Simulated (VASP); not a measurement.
VASP input:

**POSCAR**
```
SrVO3
1
    3.8893257660     0.0000000000     0.0000000000
    0.0000000000     3.8893257660     0.0000000000
    0.0000000000     0.0000000000     3.8893257660
Sr V O
1 1 3
Direct
  0.0000000000   0.0000000000   0.0000000000
  0.5000000000   0.5000000000   0.5000000000
  0.5000000000   0.0000000000   0.5000000000
  0.0000000000   0.5000000000   0.5000000000
  0.5000000000   0.5000000000   0.0000000000
```

**KPOINTS**
```
Automatic
0
gamma
 9 9 9
0 0 0
```

**INCAR**
```
# general
SYSTEM   =  SrVO3
PREC     =  Accurate
ENCUT    =  520
LREAL    =  .FALSE.   # projection in real space or not
LASPH    =  .TRUE.   # aspherical one-centre terms

# electronic loop
EDIFF    =  1E-7
NELM     =  100
ALGO     =  Normal   # blocked Davidson
LMAXMIX  =  4   # l cut-off of mixed one-centre charges

# smearing
ISMEAR   =  -5   # tetrahedra, Bloechl

# functional
GGA      =  RE   # revPBE

# ions
ISIF     =  2

# output
LWAVE    =  .FALSE.
LCHARG   =  .TRUE.
LORBIT   =  11   # lm-projected
NEDOS    =  601

# other
LEFG     =  .TRUE.
```

POTCAR, in this order: Sr_sv V_sv O (PBE.64 set). Program: vasp_std.

**Question.** Translate this revPBE calculation to Ansatz.

**Answer.** One equivalent input (not run):
Ansatz 0.2 input:
```yaml
crystal:
  lattice:
    - [3.8893258, 0.0000000, 0.0000000]
    - [0.0000000, 3.8893258, 0.0000000]
    - [0.0000000, 0.0000000, 3.8893258]
  atoms:
    - { symbol: Sr, position: [0.0000000, 0.0000000, 0.0000000] }
    - { symbol: V, position: [0.5000000, 0.5000000, 0.5000000] }
    - { symbol: O, position: [0.5000000, 0.0000000, 0.5000000] }
    - { symbol: O, position: [0.0000000, 0.5000000, 0.5000000] }
    - { symbol: O, position: [0.5000000, 0.5000000, 0.0000000] }
kpoints:
  mp_grid: { grid: [9, 9, 9] }
hamiltonian:
  xc: revpbe
  pseudopotentials: { kind: paw }
scf:
  occupations: { method: tetrahedron }
  max_iter: 100
output: { forces: true, stress: true, eigenvalues: true }
```
What does not carry over: each code has its own PAW files, so the cut-off isn't converted (ENCUT is set for VASP's; basis.ecutwfc is left out, and Ansatz then takes the one that its files recommend); Ansatz stops its SCF on the density residual and VASP on the energy change (EDIFF); the field gradients of LEFG aren't asked of the other code.

The compound is SrVO3 in the cubic perovskite structure. It was relaxed first.
